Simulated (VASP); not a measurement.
Given:

```yaml
crystal:
  lattice:
    - [0.00000, 2.31500, 2.31500]
    - [2.31500, 0.00000, 2.31500]
    - [2.31500, 2.31500, 0.00000]
  atoms:
    - { symbol: Na, position: [0.00000, 0.00000, 0.00000] }
    - { symbol: F, position: [0.50000, 0.50000, 0.50000] }
```

Calculation: PBE GGA, VASP's PBE PAW potentials (set 64) (plane waves; VASP). Run with 400 eV cut-off, 6×6×6 Γ-centred mesh, Fermi-Dirac smearing of 0.050 eV, potentials Na_pv F.

At this cut-off the stress carries a Pulay error, which pulls relaxed volumes low.

Q: Give the stress tensor in GPa (positive for a compressed cell).

A: 
```
-5.11   0.00   0.00
 0.00  -5.11   0.00
 0.00   0.00  -5.11
```
The pressure is its mean diagonal, -5.11 GPa.

The structure is a typed NaF crystal (Fm-3m). The cell was not relaxed at this level.
